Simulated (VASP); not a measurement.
# ErAlZn (space group P6_3/mmc): computed properties

Calculation: PBEsol GGA, VASP's PBE PAW potentials (set 64) (plane waves; VASP 6.6.1).

```json
{
  "space_group": "P6_3/mmc (194)",
  "cell": "a = b = 4.405 Å, c = 6.938 Å, α = β = 90.00°, γ = 120.00°",
  "volume_per_atom": "19.43 Å³/atom",
  "band gap (over mesh and band path)": "none (metal, semimetal or under 0.01 eV)",
  "density": "7.40 g/cm³"
}
```

```
CELL_PARAMETERS angstrom
      4.40463     0.00000     0.00000
     -2.20232     3.81453     0.00000
      0.00000     0.00000     6.93844
ATOMIC_POSITIONS crystal
  Er 0.00000 0.00000 0.00000
  Er 0.00000 0.00000 0.50000
  Al 0.66667 0.33333 0.75000
  Al 0.33333 0.66667 0.25000
  Zn 0.66667 0.33333 0.25000
  Zn 0.33333 0.66667 0.75000
```

The 4f electrons are frozen in the core of the lanthanide potential, so 4f levels, which can set the real gap, and their magnetism are missing.

The structure comes from a computed database's ErAlZn entry (P6_3/mmc); how it stands against other phases isn't given here. It was relaxed first. Symmetry was kept, so distortions that lower it aren't found.
